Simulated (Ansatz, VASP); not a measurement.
# CrTeSe (1T-CrSeTe bilayer, AA): VASP beside Ansatz

One calculation is typed for both programs; each brings its own data sets. How far apart do they land? The structure shown is the end of the Ansatz relaxation below.

Calculated with Ansatz 0.2.0; plane waves, with VASP 6.6.1 beside it; single point at PBE with D3(BJ), DFT+U.

## Step 1: The starting structure

The cell holds 6 atoms: 2 Te, 2 Cr and 2 Se. Its edges and angles: a = 3.530 Å, b = 3.530 Å, c = 50.223 Å, α = 90.0°, β = 90.0°, γ = 120.0°. Vacuum lies along c.

## Step 2: Ansatz: relaxation, PBE with D3(BJ), DFT+U

Ansatz runs on its default PAW (the set named soft_2) files.

This run makes the geometry at which the two programs are then compared.

input.yaml reads:

```yaml
crystal:
  lattice:
    - [3.45, 0.0, 0.0]
    - [-1.725, 2.9877876431, 0.0]
    - [0.0, 0.0, 50.2233566827]
  atoms:
    - { symbol: Te, position: [0.6666666667, 0.3333333333, 0.4041944096] }
    - { symbol: Cr, position: [0.0, 0.0, 0.4390262431], spin: 3.0 }
    - { symbol: Se, position: [0.3333333333, 0.6666666667, 0.4681423126] }
    - { symbol: Te, position: [0.6666666667, 0.3333333333, 0.5318576874] }
    - { symbol: Cr, position: [0.0, 0.0, 0.566689521], spin: 3.0 }
    - { symbol: Se, position: [0.3333333333, 0.6666666667, 0.5958055904] }
  periodic: [true, true, false]
magnetization:
  spin_polarized: true
kpoints:
  mp_grid: { grid: [12, 12, 1] }
hamiltonian:
  xc: pbe
  dispersion: d3bj
  hubbard: { sites: [{ species: Cr, l: d, u_eff: 2.0 }] }
scf:
  occupations: { method: fermi_dirac, width: 0.05 }
  convergence: { dr2_threshold: 1.0e-09 }
relax:
  f_tol: 0.004
  max_steps: 90
  cell: {}
output:
  write_potential: true
  write_density: true
  volumetric_format: npy
```

Command:

```bash
$ ansatz run input.yaml --threads 4 --pin off --max-ram 12288MiB --backend cpu --events-out ev --progress --plain --runs-dir out
```

Numbers of over 12 decimals in the logs are rounded to 6 here.

Output:

```text
Warning: relax.cell: scf.convergence.dr2_threshold = 1e-9 eV is looser than the 1.55813346365e-10 eV advised for a relaxation that steers and ends on the stress (1e-10 eV for each atom of the cell: 6, times the square of relax.cell.stress_2d_tol = 0.05 N/m over 19.6 Å (the atoms' height at the walk's start and 5 Å past either face), 2.548e-2 GPa, over a crystal's default 0.05). What an SCF threshold leaves in a stress goes as its square root, and in the free energy as the threshold itself, and one threshold admits the most on a small cell: [figures from the program's tests cut] Set scf.convergence.dr2_threshold to 1.55813346365e-10 eV or tighter. [rest of the remark cut]
Te: projections on atomic orbitals take those of the free atom [Kr] 4d10 5s2 5p4, of charge +0.00 (hamiltonian.pseudopotentials.projection_atoms); the dataset's partial waves leave at most 7.8e-6 of an orbital's norm unspanned inside its sphere
Cr: projections on atomic orbitals take those of the free atom [Ne] 3s2 3p6 3d5 4s1, of charge +0.00 (hamiltonian.pseudopotentials.projection_atoms); the dataset's partial waves leave at most 7.0e-7 of an orbital's norm unspanned inside its sphere
Se: projections on atomic orbitals take those of the free atom [Ar] 3d10 4s2 4p4, of charge +0.00 (hamiltonian.pseudopotentials.projection_atoms); the dataset's partial waves leave at most 2.3e-6 of an orbital's norm unspanned inside its sphere
Engine: ansatz 0.2.0, x86_64-unknown-linux-gnu
Pseudopotentials: kind: paw
Pseudopotential: Te, paw, valence charge 16, recommended cutoff 420 eV (normal), Te.paw.azcp
Pseudopotential: Cr, paw, valence charge 14, recommended cutoff 420 eV (normal), Cr.paw.azcp
Pseudopotential: Se, paw, valence charge 16, recommended cutoff 420 eV (normal), Se.paw.azcp
Functional definition: PBE
  parameter kappa = 0.804
  parameter beta = 0.066725
  exchange = pbe_x(kappa = kappa, mu = beta*pi^2/3)
  correlation = pbe_c(beta = beta)
Crystal: 6 atoms, lattice volume = 517.696 Å³
Basis set: ecut = 420 eV, 10055 PW (Γ), exchange–correlation on 48×48×720 points (8 copies of the dense FFT grid, shifted against one another)
Bands: 59, of which v1, the nominal top of the filled ones, is band 46 counted from 1 (45 counted from 0)
Symmetry: 6 space group operations
Space group: P3m1 (ITA 156), of the structure as read, at distance tolerance 8.0e-5 Å
Magnetic group: BNS 156.49 (UNI 1279), of the structure as read, at distance tolerance 8.0e-5 Å
k-points: 19 of 144 (time reversal used)
Non-local potential: Te, projectors of the file, l = 0: 2, l = 1: 2, l = 2: 2, l = 3: 2
Non-local potential: Cr, projectors of the file, l = 0: 3, l = 1: 2, l = 2: 3, l = 3: 1
Non-local potential: Se, projectors of the file, l = 0: 2, l = 1: 2, l = 2: 3, l = 3: 1
PAW form: soft (Blöchl's): semilocal exchange-correlation on the pseudo side does not see the compensation charge
PAW one-centre angular grid: Te, 590 points (default); XC on 64 Gauss nodes
PAW one-centre angular grid: Cr, 590 points (default); XC on 64 Gauss nodes
PAW one-centre angular grid: Se, 590 points (default); XC on 64 Gauss nodes
Initial density: superposition of atomic densities (neutral atoms: chi_scale 0, normalization atom)
Starting moments: Σ|m| = 6 μB on 2 of 6 sites
Initial wavefunctions: pseudopotential atomic-orbital guess
Functional: x = pbe(κ = 0.804, μ = 0.219515), c = pbe(β = 0.066725)
SCF iter   1: F=—  HF=-31656.710229 eV  |F-HF|=—  |Δ(HF+E_count)|=         —  Δρ=3.45e-2 (↑3.45e-2 ↓2.56e-2)  dr2=2.22e1  dr2_m=2.92e-1  M=4.465 μB ∫|m|=5.923 μB  β_m=0.30  ethr=3.10e-3  ⟨swp⟩=17.9  Hψ=14837  notcnv=0  defer=24
preconditioner: auto → none  [metal: Δε(μ)=0.019 eV  Ē_g=8.984 eV  σ=0.050 eV  W_gap=0.09  n_scr=32 (ndim 8)  ℏωp=9.8 eV  f_vac=0.729  D(μ)=8.06/eV (n_scr^D=26)  sad-step TF]
SCF iter   2: F=—  HF=-31654.566329 eV  |F-HF|=—  |Δ(HF+E_count)|=    2.14e0  Δρ=2.19e-2 (↑2.19e-2 ↓8.80e-3)  dr2=4.85e0  dr2_m=8.59e-1  M=5.353 μB ∫|m|=7.207 μB  β_m=1.00  ethr=3.10e-3  ⟨swp⟩=4.4  Hψ=5869  notcnv=0  defer=167
SCF iter   3: F=—  HF=-31658.649430 eV  |F-HF|=—  |Δ(HF+E_count)|=    4.08e0  Δρ=4.65e-2 (↑4.65e-2 ↓1.38e-2)  dr2=4.36e2  dr2_m=1.77e0  M=4.642 μB ∫|m|=6.189 μB  β_m=0.30  ethr=3.10e-3  ⟨swp⟩=5.2  Hψ=5715  notcnv=0  defer=201
[...]
SCF iter  21: F=—  HF=-31655.270845 eV  |F-HF|=—  |Δ(HF+E_count)|=   1.43e-5  Δρ=3.16e-5 (↑2.48e-5 ↓3.16e-5)  dr2=3.25e-5  dr2_m=2.68e-6  M=5.299 μB ∫|m|=7.755 μB  β_m=0.25  ethr=4.89e-8  ⟨swp⟩=3.0  Hψ=3335  notcnv=0  defer=174
SCF iter  22: F=—  HF=-31655.270846 eV  |F-HF|=—  |Δ(HF+E_count)|=   1.91e-7  Δρ=3.05e-5 (↑3.05e-5 ↓1.59e-5)  dr2=2.71e-6  dr2_m=2.35e-6  M=5.299 μB ∫|m|=7.754 μB  β_m=0.34  ethr=3.53e-8  ⟨swp⟩=2.1  Hψ=2721  notcnv=0  defer=174
SCF iter  23: F=—  HF=-31655.270846 eV  |F-HF|=—  |Δ(HF+E_count)|=   8.76e-7  Δρ=1.90e-5 (↑1.90e-5 ↓1.54e-5)  dr2=1.64e-5  dr2_m=3.47e-7  M=5.299 μB ∫|m|=7.753 μB  β_m=0.34  ethr=2.95e-9  ⟨swp⟩=3.3  Hψ=4598  notcnv=0  defer=174
SCF iter  24: F=—  HF=-31655.270846 eV  |F-HF|=—  |Δ(HF+E_count)|=   1.55e-7  Δρ=6.29e-6 (↑6.29e-6 ↓4.74e-6)  dr2=1.74e-6  dr2_m=9.51e-8  M=5.299 μB ∫|m|=7.753 μB  β_m=0.31  ethr=2.95e-9  ⟨swp⟩=3.0  Hψ=3640  notcnv=0  defer=174
SCF iter  25: F=—  HF=-31655.270846 eV  |F-HF|=—  |Δ(HF+E_count)|=   2.08e-8  Δρ=6.35e-6 (↑6.35e-6 ↓3.95e-6)  dr2=1.58e-6  dr2_m=2.54e-8  M=5.299 μB ∫|m|=7.753 μB  β_m=0.23  ethr=1.89e-9  ⟨swp⟩=3.0  Hψ=3051  notcnv=0  defer=174
SCF iter  26: F=—  HF=-31655.270846 eV  |F-HF|=—  |Δ(HF+E_count)|=   3.79e-8  Δρ=3.11e-6 (↑3.11e-6 ↓2.10e-6)  dr2=1.24e-6  dr2_m=1.87e-8  M=5.299 μB ∫|m|=7.753 μB  β_m=0.17  ethr=1.71e-9  ⟨swp⟩=2.8  Hψ=2780  notcnv=0  defer=174
SCF iter  27: F=—  HF=-31655.270846 eV  |F-HF|=—  |Δ(HF+E_count)|=   6.11e-8  Δρ=2.66e-6 (↑2.66e-6 ↓1.51e-6)  dr2=6.95e-7  dr2_m=1.33e-8  M=5.299 μB ∫|m|=7.753 μB  β_m=0.14  ethr=1.35e-9  ⟨swp⟩=2.6  Hψ=2734  notcnv=0  defer=174
SCF iter  28: F=—  HF=-31655.270846 eV  |F-HF|=—  |Δ(HF+E_count)|=   1.36e-8  Δρ=1.76e-6 (↑1.76e-6 ↓1.12e-6)  dr2=9.63e-8  dr2_m=8.56e-9  M=5.299 μB ∫|m|=7.753 μB  β_m=0.14  ethr=7.55e-10  ⟨swp⟩=1.9  Hψ=2663  notcnv=0  defer=174
SCF iter  29: F=—  HF=-31655.270846 eV  |F-HF|=—  |Δ(HF+E_count)|=   3.11e-9  Δρ=1.54e-6 (↑1.54e-6 ↓8.70e-7)  dr2=5.12e-8  dr2_m=6.35e-9  M=5.299 μB ∫|m|=7.753 μB  β_m=0.22  ethr=1.05e-10  ⟨swp⟩=1.9  Hψ=2449  notcnv=0  defer=174
SCF iter  30: F=—  HF=-31655.270846 eV  |F-HF|=—  |Δ(HF+E_count)|=   9.27e-9  Δρ=1.19e-6 (↑1.19e-6 ↓4.44e-7)  dr2=1.02e-7  dr2_m=2.65e-9  M=5.299 μB ∫|m|=7.753 μB  β_m=0.17  ethr=5.56e-11  ⟨swp⟩=1.9  Hψ=2648  notcnv=0  defer=174
SCF iter  31: F=—  HF=-31655.270846 eV  |F-HF|=—  |Δ(HF+E_count)|=   1.90e-9  Δρ=3.23e-7 (↑3.23e-7 ↓3.20e-7)  dr2=1.92e-9  dr2_m=3.51e-10  M=5.299 μB ∫|m|=7.753 μB  β_m=0.16  ethr=5.56e-11  ⟨swp⟩=2.2  Hψ=2567  notcnv=0  defer=174
SCF iter  32: F=-31655.270846 eV  HF=-31655.270846 eV  |F-HF|=9.82e-10  |Δ(HF+E_count)|=  1.31e-10  Δρ=2.00e-7 (↑2.00e-7 ↓1.66e-7)  dr2=1.17e-10  dr2_m=1.45e-10  M=5.299 μB ∫|m|=7.753 μB  ethr=1.09e-12  ⟨swp⟩=3.7  Hψ=4864  notcnv=0
SCF 1 converged in 32 iterations: F = -31655.270846 eV  dr2 = 1.17e-10
a single-point calculation of the run's input, under the relaxation's own `scf.mixing.negative_modes` where the relaxation goes by `scf.lower_state_search: light` itself or types `scf.max_iter`, was made at the relaxed geometry, from the atoms, in 32 SCF iterations in all. It converged +0.0 meV from the relaxation's final energy, with moments (-0.16, 2.89, -0.22, -0.19, 2.89, -0.23 Bohr magnetons, atom by atom), which does not count as lower, and the relaxation's result stands. No further magnetic order was relaxed to its end, and one can end lower (see `relax.adjacent_minimum`).
SCF converged after 32 iterations
an eigenvalue changed by more than its tolerance at an iteration that met the thresholds in force, so the SCF went on 4 times, its first undamped step at iteration 26: the last check found none over its tolerance
Magnetization: 5.2991 μB (48.6495 up, 43.3505 down)
Absolute magnetization: 7.7241 μB (∫|ρ↑−ρ↓|, with the PAW one-centre terms)
Spin contamination: 0.7443 ħ² per cell (⟨S²⟩ above its minimum at these occupations)
Per-site moments (μB) at R_I (Å): [(-0.161223, 1.147291), (2.890766, 1.014313), (-0.219183, 1.014313), (-0.188279, 1.145659), (2.887961, 1.019044), (-0.230736, 1.019044)]
Free energy (F): -31655.270846 eV
Harris-Foulkes:  -31655.270846 eV  (|F-HF|=8.69e-10)
Internal energy: -31655.252764 eV  (E = F + TS)
E sigma→0 (E₀):  -31655.261805 eV
Entropy (-TS):   -0.018082 eV (-3.014 meV/atom)
Fermi energy:    -5.334036 eV
--- Per-component energies (eV) ---
  E_band       = -3115.158996
  E_kinetic    = 1282.754970
  E_local      = -618965.014008  (includes V_loc(G=0)·N_el)
  E_nonlocal   = -1645.546644
  E_hartree    = 308892.743945
  E_xc         = -734.533594
  E_vxc        = -758.316764  (∫ρ·V_xc dr)
  E_hubbard    = 2.455044  (on-site DFT+U / exact-exchange correction)
  E_vhub       = -4.923809  (the Hubbard potential's part of the band-sum identity)
  E_paw        = -15543.794475  (= ΣΔE_a)
  E_vpaw       = -809.600808  (= ΣTr[D̂ρ^β])
  E_aug_tail   = -0.000830  (compensation charges beyond the density's cutoff)
  E_ewald      = 295058.188354
  E_disp       = -2.505528  (pairwise vdW)
  E_smearing   = -0.018082  (= −TS)
  E_closure    = -0.000000  (closes the sum)
  Σ components = -31655.270846   (vs F -31655.270846, Δ=0.00e0)
--- Forces (eV/Å), atoms counted from 1 ---
  atom   1  Te    -0.00000000     0.00000000     0.00014696
  atom   2  Cr    -0.00000000     0.00000000    -0.00177793
  atom   3  Se    -0.00000000     0.00000000     0.00067863
  atom   4  Te     0.00000000    -0.00000000     0.00018931
  atom   5  Cr     0.00000000     0.00000000     0.00112011
  atom   6  Se     0.00000000     0.00000000    -0.00035798
  max |Σ_I F_I| component: 8.93e-7 eV/Å
--- 2D stress c σ (N/m, compression-positive) ---
        0.024318      -0.000000      -0.000000
       -0.000000       0.024318      -0.000000
       -0.000000      -0.000000       0.000000
  P = ½ c Tr σ = 0.0243 N/m
--- Band table (eV; the first three rows and the last of 38) ---
  k-point 0 ↑: bands = [... 42 lower, -7.0416, -7.0416, -6.0813, -5.2257, -3.8540, -3.8540, -3.6680, -3.6680, ... 9 higher]
  k-point 1 ↑: bands = [... 42 lower, -7.0944, -7.0541, -6.1154, -5.3088, -4.1932, -4.0806, -3.9532, -3.7514, ... 9 higher]
  k-point 2 ↑: bands = [... 42 lower, -7.2215, -7.0970, -6.2480, -5.6801, -4.9863, -4.7484, -4.2510, -4.0242, ... 9 higher]
  k-point 18 ↓: bands = [... 42 lower, -6.8669, -6.8150, -2.7736, -2.6295, -2.3764, -2.3431, -2.2703, -2.1280, ... 9 higher]
  the weakly bound empty levels are not read free of the cell's end (hubbard_term)
--- Relaxed structure (9 steps of the walk, 9 accepted, 1 SCFs on fresh bases) ---
  F+E_penalty+E_count = -31655.27084617 eV   max|allowed force component| = 1.778e-3 eV/Å   (the final SCF, on the basis selected at the relaxed cell)
  cell:  # Å, volume = 541.9325 Å³
    - [3.529835, 0, 0]
    - [-1.764917, 3.056927, 0]
    - [0, 0, 50.2233566827]
  atoms:
    - { symbol: Te, position: [0.666667, 0.333333, 0.404115] }
    - { symbol: Cr, position: [3.8526396144622866e-18, 1.7260537266436754e-18, 0.441801] }
    - { symbol: Se, position: [0.333333, 0.666667, 0.469197] }
    - { symbol: Te, position: [0.666667, 0.333333, 0.529220] }
    - { symbol: Cr, position: [1.4048393810491925e-19, 0, 0.566791] }
    - { symbol: Se, position: [0.333333, 0.666667, 0.594593] }
```

The column dr2 measures how far the density is from self-consistency, as an energy; F and HF (Harris–Foulkes) agree once it is small.

(Continued in part 2 of 2.)

[Lines on the potential files, build, host, timing and source positions are cut from VASP's logs without a mark.]

[Logs are printed without paths, hosts, clocks, repeated set-up lines and the standing remarks that a program may print on its own settings, such as how far it seeks lower states.]

[Hosts, paths, dates, database ids (printed as entryN), source tags and the programs' standing remarks are cut or masked in the printed files.]
